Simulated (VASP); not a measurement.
Calculation: SCAN meta-GGA, VASP's PBE PAW potentials (set 64) (plane waves; VASP).

VASP ran on this input.

KPOINTS:
```
Automatic mesh
0
Gamma
16 16 16
0 0 0
```

POSCAR:
```
Ir
1
    0.0000000000     1.8936329727     1.8936329727
    1.8936329727     0.0000000000     1.8936329727
    1.8936329727     1.8936329727     0.0000000000
Ir
1
Direct
  0.0000000000   0.0000000000   0.0000000000
```

**INCAR**
```
! general
SYSTEM  = Ir
PREC    = Accurate
ENCUT   = 520
LREAL   = .FALSE.
LASPH   = .TRUE.

! electronic loop
EDIFF   = 1E-7
NELM    = 100
ALGO    = Normal
LMAXMIX = 6
LMIXTAU = .TRUE.

! smearing
ISMEAR  = 1
SIGMA   = 0.1

! functional
METAGGA = SCAN

! ions
ISIF    = 2

! output
LWAVE   = .FALSE.
LCHARG  = .FALSE.
```

POTCAR, in this order: Ir (PBE.64 set). Program: vasp_std.

Unless said otherwise, spin-orbit coupling is left out, though it shifts the bands of the heavy elements here.

**Question.** What does the run give for the energy per atom (σ→0), band gap (on the k-mesh)?

**Answer.** 
```json
{
 "energy per atom (σ→0)": "-6876.4 kJ/mol-atom",
 "band gap (on the k-mesh)": "none (metal, semimetal or under 0.01 eV)"
}
```

File OSZICAR:
```
...
DAV:  24    -0.712693610593E+02   -0.84552E-05   -0.53408E-07  2624   0.116E-02    0.123E-03
DAV:  25    -0.712693513564E+02    0.97029E-05   -0.47068E-07  2536   0.100E-02    0.205E-03
DAV:  26    -0.712693545126E+02   -0.31563E-05   -0.36200E-08  1216   0.320E-03    0.602E-04
DAV:  27    -0.712693537249E+02    0.78771E-06   -0.13990E-08  1208   0.156E-03    0.358E-04
DAV:  28    -0.712693545249E+02   -0.80001E-06   -0.36917E-09  1192   0.117E-03    0.146E-04
DAV:  29    -0.712693541037E+02    0.42121E-06   -0.54444E-10  1184   0.367E-04    0.629E-05
DAV:  30    -0.712693541228E+02   -0.19033E-07   -0.21592E-10  1184   0.226E-04
   1 F= -.71269354E+02 E0= -.71269182E+02  d E =-.517622E-03
```

The compound is Ir in the fcc structure. It was relaxed first.
